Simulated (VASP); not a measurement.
Level of theory: PBEsol GGA, VASP's PBE PAW potentials (set 64) (plane waves; VASP 6.6.1).

The input files of a VASP run:

**INCAR**
```
# general
SYSTEM  = CsSnI3
PREC    = Accurate
ENCUT   = 420   # plane-wave cut-off (eV)
LREAL   = Auto
LASPH   = T   # aspherical one-centre terms

# electronic loop
EDIFF   = 1E-09   # SCF stop (eV)
NELM    = 100   # most electronic steps
ALGO    = Normal   # blocked Davidson
LMAXMIX = 4   # l cut-off of mixed one-centre charges

# smearing
ISMEAR  = 0   # Gaussian
SIGMA   = 0.01   # width (eV)

# functional
GGA     = PS   # PBEsol

# ions
ISIF    = 2   # forces and stress, cell fixed

# output
LWAVE   = F
LCHARG  = F
```

File POSCAR:
```
CsSnI3
1
   10.5976700000     0.0000000000     0.0000000000
    0.0000000000     4.7827700000     0.0000000000
    0.0000000000     0.0000000000    17.9646000000
Cs Sn I
4 4 12
Direct
  0.5841500000   0.2500000000   0.1699000000
  0.4158500000   0.7500000000   0.8301000000
  0.9158500000   0.7500000000   0.6699000000
  0.0841500000   0.2500000000   0.3301000000
  0.8413600000   0.2500000000   0.9381000000
  0.1586400000   0.7500000000   0.0619000000
  0.6586400000   0.7500000000   0.4381000000
  0.3413600000   0.2500000000   0.5619000000
  0.5268500000   0.7500000000   0.6156000000
  0.4731500000   0.2500000000   0.3844000000
  0.9731500000   0.2500000000   0.1156000000
  0.0268500000   0.7500000000   0.8844000000
  0.7940100000   0.7500000000   0.2913600000
  0.2059900000   0.2500000000   0.7086400000
  0.7059900000   0.2500000000   0.7913600000
  0.2940100000   0.7500000000   0.2086400000
  0.6661100000   0.7500000000   0.9986300000
  0.3338900000   0.2500000000   0.0013700000
  0.8338900000   0.2500000000   0.4986300000
  0.1661100000   0.7500000000   0.5013700000
```

KPOINTS:
```
Automatic mesh
0
G
3 5 2
0 0 0
```

POTCAR, in this order: Cs_sv Sn_d I (PBE.64 set). Program: vasp_std.

Question: Estimate the energy per atom (σ→0), largest force.

Answer: 
```
Item                            Value
---------------------  --------------
energy per atom (σ→0)  -3.024 eV/atom
largest force              0.141 eV/Å
```

### OSZICAR
```
...
DAV:  16    -0.604815661970E+02   -0.39777E-06   -0.86673E-07  2920   0.281E-03    0.344E-03
DAV:  17    -0.604815662684E+02   -0.71333E-07   -0.22104E-07  2880   0.102E-03    0.147E-03
DAV:  18    -0.604815662916E+02   -0.23287E-07   -0.64468E-08  2776   0.683E-04    0.855E-04
DAV:  19    -0.604815663122E+02   -0.20525E-07   -0.26022E-08  2552   0.340E-04    0.103E-03
DAV:  20    -0.604815663216E+02   -0.94478E-08   -0.95763E-09  2512   0.282E-04    0.269E-04
DAV:  21    -0.604815663353E+02   -0.13630E-07   -0.45625E-09  2312   0.144E-04    0.235E-04
DAV:  22    -0.604815663353E+02   -0.34561E-10   -0.13000E-10  1560   0.531E-05
   1 F= -.60481566E+02 E0= -.60481566E+02  d E =-.176979E-72
```

The structure comes from a computed database's CsSnI3 entry; how it stands against other phases isn't given here. The cell was not relaxed at this level. The run is one of a series of settings (EDIFF = 1E-09, ENCUT = 420, KPOINTS 3×5×2 Γ-centred mesh against the base run), some of them coarse on purpose.
